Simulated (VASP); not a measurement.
Here is the system:

```
CELL_PARAMETERS angstrom
      0.00000     1.72881     1.72881
      1.72881     0.00000     1.72881
      1.72881     1.72881     0.00000
ATOMIC_POSITIONS crystal
  Ni 0.00000 0.00000 0.00000
```
Starting moments (μB, in the order of the record's atoms Ni): 0.6.

All values below come from PBEsol GGA, VASP's PBE PAW potentials (set 64) (plane waves; VASP). Run with 480 eV cut-off, 16×16×16 Γ-centred mesh, first-order Methfessel-Paxton smearing of 0.10 eV, potentials Ni.

Task: What does the run give for the cell moment, energy per atom (σ→0), band gap (on the k-mesh) with the smallest direct gap where there is one?

Result: 
```
Item                                                         Value
------------------------  ----------------------------------------
band gap (on the k-mesh)  none (metal, semimetal or under 0.01 eV)
cell moment                                                0.59 μB
energy per atom (σ→0)                               -6.136 eV/atom
```

Task: Give the moment on each site (PAW-sphere projection).

Result: 
```json
[
 {"site": "Ni1", "moment (μB)": "0.59"}
]
```

Total energies compare only between runs with the same potentials, cut-off and functional.

The compound is Ni in the fcc structure. It was relaxed first, which changed the volume by -5 %.
